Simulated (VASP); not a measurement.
Here is the system:

```
CELL_PARAMETERS angstrom
      3.61709     0.00000     0.00000
     -1.80855     3.13250     0.00000
      0.00000     0.00000     6.01802
ATOMIC_POSITIONS crystal
  Hf 0.00000 0.00000 0.00000
  S  0.66667 0.33333 0.76395
  S  0.33333 0.66667 0.23605
```

All values below come from PBE GGA, VASP's PBE PAW potentials (set 64) (plane waves; VASP). Settings: 300 eV cut-off, 7×7×4 Γ-centred mesh, Gaussian smearing of 0.010 eV, potentials Hf_pv S.

At this cut-off the stress carries a Pulay error, which pulls relaxed volumes low.

Question: Estimate the energy per atom (σ→0), pressure.

Answer: 
```
Item                            Value
---------------------  --------------
energy per atom (σ→0)  -7.626 eV/atom
pressure                     2.95 GPa
```

Only differences to runs with the same potentials and settings are physical.

The structure comes from a computed database's HfS2 entry; how it stands against other phases isn't given here. The cell was not relaxed at this level.
